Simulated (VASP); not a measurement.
The cell holds one Zr (hcp) (0 0 0 1) slab, with vacuum along c, ions free to move until forces fall under 0.03 eV/Å, no reconstruction beyond this cell, dipole correction on.

Given:

```
CELL_PARAMETERS angstrom
      3.24680     0.00000     0.00000
     -1.62340     2.81181     0.00000
      0.00000     0.00000    25.32005
ATOMIC_POSITIONS crystal
  Zr 0.66667 0.33333 0.44676
  Zr 0.33333 0.66667 0.35186
  Zr 0.66667 0.33333 0.64814
  Zr 0.33333 0.66667 0.55324
```

Computed with r2SCAN meta-GGA, VASP's PBE PAW potentials (set 64) (plane waves; VASP 6.6.1). Settings: 400 eV cut-off, 10×10×1 Γ-centred mesh, first-order Methfessel-Paxton smearing of 0.10 eV, potentials Zr_sv.

Slab and bulk use different k-meshes, so the surface energy is good to a few per cent at best.

Question: Predict its surface energy, work function, band gap (on the k-mesh).

Answer: 
```
Property                                                    Result
------------------------  ----------------------------------------
surface energy                                         111 meV/Å^2
work function                                              4.24 eV
band gap (on the k-mesh)  none (metal, semimetal or under 0.01 eV)
```

The cell is a thin slab with vacuum, built from Zr (hcp): (001) face.
